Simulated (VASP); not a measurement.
The system is H2, in a box.

```
H
1.0
    10.00000    0.00000    0.00000
     0.00000   10.00000    0.00000
     0.00000    0.00000   10.00000
H
2
Direct
  0.50000 0.50000 0.46000
  0.50000 0.50000 0.54000
```

Program: VASP 6.6.1. Alike in all runs: task single point; potentials or basis VASP PAW PBE potentials, release 64 (H); no spin polarisation; cell as given; k mesh 1 × 1 × 1; cutoff (eV) 450; smearing gaussian 0.02 eV.

Question: Order these runs on this cell by their band gap on the k mesh, lowest first.
A. level r2SCAN
B. level HSE06; grid for exact exchange (PRECFOCK) Fast; screening parameter 0.2 1/A
C. level PBE+D3(BJ)

Answer: C (9.90 eV), A (10.66 eV), B (11.03 eV).

